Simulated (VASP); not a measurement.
Given:

```
Bi
1.0
    4.06758    -2.26037    -0.02374
    4.06758     2.26037    -0.02374
    2.83317     0.00000     3.69164
Bi
2
Direct
  0.23738   0.23738   0.23738
  0.76262   0.76262   0.76262
```

Method: MS2 meta-GGA, VASP's PBE PAW potentials (set 64) (plane waves; VASP). Run with 520 eV cut-off, 11×11×11 Γ-centred mesh, tetrahedra with Blöchl corrections, potentials Bi_d.

Question: Give the energies of bands 13 to 18 at the high-symmetry points, in eV from the Fermi level.

Answer: 
```json
[
 {"band": "13", "Γ": "-1.48", "T": "-0.79", "H2": "-4.29", "L": "-1.08", "S0": "-4.60", "F": "-4.97"},
 {"band": "14", "Γ": "-1.25", "T": "-0.52", "H2": "-4.22", "L": "-0.99", "S0": "-2.58", "F": "-3.17"},
 {"band": "15", "Γ": "-1.25", "T": "-0.52", "H2": "-0.23", "L": "-0.26", "S0": "-2.55", "F": "-3.06"},
 {"band": "16", "Γ": "2.84", "T": "0.48", "H2": "0.69", "L": "-0.19", "S0": "3.20", "F": "2.39"},
 {"band": "17", "Γ": "3.15", "T": "0.48", "H2": "5.16", "L": "0.37", "S0": "3.25", "F": "5.22"},
 {"band": "18", "Γ": "3.15", "T": "0.62", "H2": "5.19", "L": "0.76", "S0": "4.63", "F": "5.53"}
]
```

It has no gap at this level: it comes out as a metal or semimetal.

The compound is Bi in the a7 structure. It was relaxed first.
